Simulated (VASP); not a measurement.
Consider the following.

```
RuAs
1.0
    0.00000     2.71318     2.71318
    2.71318     0.00000     2.71318
    2.71318     2.71318     0.00000
Ru As
1 1
Direct
  0.00000   0.00000   0.00000
  0.25000   0.25000   0.25000
```

Calculation: r2SCAN meta-GGA, VASP's PBE PAW potentials (set 64) (plane waves; VASP). Settings: 400 eV cut-off, 13×13×13 Γ-centred mesh, tetrahedra with Blöchl corrections, potentials Ru_pv As.

Question: What does the run give for the energy per atom (σ→0), band gap (over mesh and band path) with the smallest direct gap where there is one?

Answer: 
```
Property                                                              Result
----------------------------------  ----------------------------------------
band gap (over mesh and band path)  none (metal, semimetal or under 0.01 eV)
energy per atom (σ→0)                                        -20.018 eV/atom
```

Total energies compare only between runs with the same potentials, cut-off and functional.

The structure was generated: RuAs was put into the zinc blende type (F-43m), which need not be its known phase. It was relaxed first, which changed the volume by -30 %. The electron count is odd and the run is not spin-polarised, which forces a metal.
